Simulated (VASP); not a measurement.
Given:

```yaml
crystal:
  lattice:
    - [0.00000, 2.76490, 2.76490]
    - [2.76490, 0.00000, 2.76490]
    - [2.76490, 2.76490, 0.00000]
  atoms:
    - { symbol: Na, position: [0.00000, 0.00000, 0.00000] }
    - { symbol: Cl, position: [0.50000, 0.50000, 0.50000] }
```

All values below come from PBE GGA with D3 dispersion (zero damping), VASP's PBE PAW potentials (set 64) (plane waves; VASP). Settings: 520 eV cut-off, 8×8×8 Γ-centred mesh, Gaussian smearing of 0.050 eV, potentials Na_pv Cl.

Problem. Give the stress tensor in GPa (positive for a compressed cell).

Solution. 
```
1.80  0.00  0.00
0.00  1.80  0.00
0.00  0.00  1.80
```
The pressure is its mean diagonal, 1.80 GPa.

The compound is NaCl in the rock salt structure. This cell is one point of a volume scan, at 0.94 of the reference volume.
